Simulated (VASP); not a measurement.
Consider the following.

```
Na
1.0
   -2.11352     2.11352     2.11352
    2.11352    -2.11352     2.11352
    2.11352     2.11352    -2.11352
Na
1
Cartesian
  0.00000   0.00000   0.00000
```

Method: revPBE GGA, VASP's PBE PAW potentials (set 64) (plane waves; VASP). Settings: 520 eV cut-off, 12×12×12 Γ-centred mesh, first-order Methfessel-Paxton smearing of 0.10 eV, potentials Na_pv.

Task: Predict the energy per atom (σ→0), band gap (on the k-mesh) with the smallest direct gap where there is one.

Result: 
```yaml
band gap (on the k-mesh): none (metal, semimetal or under 0.01 eV)
energy per atom (σ→0): -1199 meV/atom
```

Total energies compare only between runs with the same potentials, cut-off and functional.

The compound is Na in the bcc structure. This cell is one point of a volume scan, at 0.97 of the reference volume.
